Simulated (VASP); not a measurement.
Calculation: PBE GGA with D3 dispersion (Becke-Johnson damping), VASP's PBE PAW potentials (set 64) (plane waves; VASP 6.6.1).

VASP ran on this input.

**INCAR**
```
SYSTEM = PbSe
PREC = Accurate
ENCUT = 520
EDIFF = 1E-7
NELM = 100
ALGO = Normal
LREAL = .FALSE.
LASPH = .TRUE.
ISMEAR = -5
GGA = PE
IVDW = 12
LMAXMIX = 4
LWAVE = .FALSE.
LCHARG = .TRUE.
LORBIT = 11
NEDOS = 601
ISIF = 2
```

KPOINTS:
```
kpoints
0
G
8 8 8
```

**POSCAR**
```
PbSe
1
    0.0000000000     3.0657330183     3.0657330183
    3.0657330183     0.0000000000     3.0657330183
    3.0657330183     3.0657330183     0.0000000000
Pb Se
1 1
Direct
  0.0000000000   0.0000000000   0.0000000000
  0.5000000000   0.5000000000   0.5000000000
```

POTCAR, in this order: Pb_d Se (PBE.64 set). Program: vasp_std.

The resulting files:

### OSZICAR
```
       N       E                     dE             d eps       ncg     rms          rms(c)
DAV:   1     0.160493532359E+03    0.16049E+03   -0.96612E+03   818   0.145E+03
DAV:   2     0.465820723722E+01   -0.15584E+03   -0.15303E+03   866   0.357E+02
DAV:   3    -0.815233158577E+01   -0.12811E+02   -0.12733E+02  1046   0.104E+02
DAV:   4    -0.846391485525E+01   -0.31158E+00   -0.31147E+00   900   0.192E+01
DAV:   5    -0.847412149975E+01   -0.10207E-01   -0.10207E-01  1114   0.355E+00    0.276E+00
DAV:   6    -0.818407459846E+01    0.29005E+00   -0.77175E-01  1190   0.701E+00    0.156E+00
DAV:   7    -0.817938981060E+01    0.46848E-02   -0.12696E-01   944   0.200E+00    0.856E-01
DAV:   8    -0.818282182066E+01   -0.34320E-02   -0.13668E-02   878   0.155E+00    0.156E-01
DAV:   9    -0.818240015012E+01    0.42167E-03   -0.25512E-03  1264   0.596E-01    0.538E-02
DAV:  10    -0.818247983851E+01   -0.79688E-04   -0.21218E-04   872   0.112E-01    0.198E-02
DAV:  11    -0.818248602652E+01   -0.61880E-05   -0.76606E-05  1026   0.102E-01    0.653E-03
DAV:  12    -0.818248617135E+01   -0.14483E-06   -0.46599E-06   992   0.166E-02    0.272E-03
DAV:  13    -0.818248613016E+01    0.41188E-07   -0.58370E-07   938   0.661E-03
   1 F= -.89153232E+01 E0= -.89153232E+01  d E =0.000000E+00
```

**OUTCAR**
```
------------------------ aborting loop because EDIFF is reached ----------------------------------------
 Edisp (eV)   -0.73284
  FORCE on cell =-STRESS in cart. coord.  units (eV):
  Direction    XX          YY          ZZ          XY          YZ          ZX
  --------------------------------------------------------------------------------------
  Total       0.01480     0.01480     0.01480     0.00000     0.00000    -0.00000
  in kB       0.41138     0.41138     0.41138     0.00000     0.00000    -0.00000
  external pressure =        0.41 kB  Pullay stress =        0.00 kB
  volume of cell :       57.63
      direct lattice vectors                 reciprocal lattice vectors
     0.000000000  3.065733018  3.065733018    -0.163093132  0.163093132  0.163093132
     3.065733018  0.000000000  3.065733018     0.163093132 -0.163093132  0.163093132
     3.065733018  3.065733018  0.000000000     0.163093132  0.163093132 -0.163093132
  FREE ENERGIE OF THE ION-ELECTRON SYSTEM (eV)
  ---------------------------------------------------
  free  energy   TOTEN  =        -8.9153232229 eV

  energy  without entropy=       -8.9153232229  energy(sigma->0) =       -8.91532322

 total charge

# of ion       s       p       d       tot
------------------------------------------
    1        1.477   0.533   9.841  11.851
    2        1.467   2.334   0.017   3.817
--------------------------------------------------
tot          2.943   2.867   9.858  15.668
```
(Selected blocks of OUTCAR.)

OUTCAR:
```
 val. band max:        5.0039931862   @ k =   0.5000   0.0000   0.0000

 cond. band min:       5.3118869168   @ k =   0.5000   0.0000   0.0000


 Fermi energy:         5.0327264104

 k-point     1 :       0.0000    0.0000    0.0000
  band No.  band energies     occupation
      1     -11.8212      2.00000
      2     -11.8212      2.00000
      3     -11.8212      2.00000
      4     -11.8170      2.00000
      5     -11.8170      2.00000
      6      -8.5443      2.00000
      7      -1.3046      2.00000
      8       3.1516      2.00000
      9       3.1516      2.00000
     10       3.1516      2.00000
     11       9.7080      0.00000
     12       9.7080      0.00000
     13       9.7080      0.00000
     14      11.5342      0.00000

 k-point     2 :       0.1250    0.0000    0.0000
  band No.  band energies     occupation
      1     -11.8217      2.00000
      2     -11.8217      2.00000
      3     -11.8207      2.00000
      4     -11.8154      2.00000
      5     -11.8154      2.00000
      6      -8.4271      2.00000
      7      -1.6922      2.00000
      8       3.1923      2.00000
      9       3.1923      2.00000
     10       3.4224      2.00000
     11       8.6521      0.00000
     12       9.0384      0.00000
     13       9.0384      0.00000
     14      11.3548      0.00000

 k-point     3 :       0.2500    0.0000    0.0000
  band No.  band energies     occupation
      1     -11.8298      2.00000
      2     -11.8298      2.00000
      3     -11.8195      2.00000
      4     -11.8044      2.00000
      5     -11.8044      2.00000
      6      -8.1052      2.00000
      7      -2.5504      2.00000
      8       3.3111      2.00000
      9       3.3111      2.00000
     10       3.9694      2.00000
     11       7.1708      0.00000
     12       7.9235      0.00000
     13       7.9235      0.00000
     14      11.5462      0.00000

 k-point     4 :       0.3750    0.0000    0.0000
  band No.  band energies     occupation
...
```

Unless said otherwise, spin-orbit coupling is left out, though it shifts the bands of the heavy elements here.

The compound is PbSe in the rock salt structure. It was relaxed first.
